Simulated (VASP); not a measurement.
An input for Quantum ESPRESSO's pw.x (written as the equivalent of a VASP run, and not itself run):

```
&CONTROL
  calculation = 'scf'
  pseudo_dir = './pseudo'
  outdir = './out'
  tprnfor = .true.
  tstress = .true.
/
&SYSTEM
  ibrav = 0
  nat = 3
  ntyp = 1
  ecutwfc = 88
  occupations = 'smearing'
  smearing = 'fermi-dirac'
  degauss = 0.00735
  input_dft = 'pbe'
/
&ELECTRONS
  conv_thr = 7.3e-08
  electron_maxstep = 100
/
ATOMIC_SPECIES
  Na 22.990 Na.upf
CELL_PARAMETERS angstrom
     6.0384100    0.0000000    0.0000000
    -3.0192050    5.2294160    0.0000000
     0.0000000    0.0000000    3.6726590
ATOMIC_POSITIONS crystal
  Na   0.0000000  0.0000000  0.0000000
  Na   0.3333330  0.6666670  0.5000000
  Na   0.6666670  0.3333330  0.5000000
K_POINTS automatic
  6 6 9 0 0 0
```

**Question.** Write the VASP files for the same calculation (PBE).

**Answer.** Several could match; the one computed here: 
File POSCAR:
```
Na
6.038410
  1.0000000000   0.0000000000   0.0000000000
 -0.5000000000   0.8660253279   0.0000000000
  0.0000000000   0.0000000000   0.6082162357
Na
3
Cart
  0.0000000000   0.0000000000   0.0000000000
 -0.0000005000   0.5773505072   0.3041081179
  0.5000005000   0.2886748206   0.3041081179
```

**INCAR**
```
SYSTEM = Na
PREC = Accurate
ENCUT = 300
EDIFF = 1E-6
NELM = 100
ALGO = Normal
LREAL = .FALSE.
LASPH = .TRUE.
ISMEAR = -1
SIGMA = 0.1
GGA = PE
LWAVE = .FALSE.
LCHARG = .FALSE.
ISIF = 2
```

KPOINTS:
```
Automatic
0
gamma
 6 6 9
0 0 0
```

POTCAR, in this order: Na_pv (PBE.64 set). Program: vasp_std.

Limits of the translation: the potentials are each code's own (VASP's PAW set, PseudoDojo norm-conserving files in pw.x), so ENCUT and ecutwfc are chosen apart and not converted; conv_thr bounds pw.x's estimated SCF error, while EDIFF bounds the energy change between steps.

The structure was generated: Na was put into an ordered model structure, which need not be its known phase. The cell was not relaxed at this level.
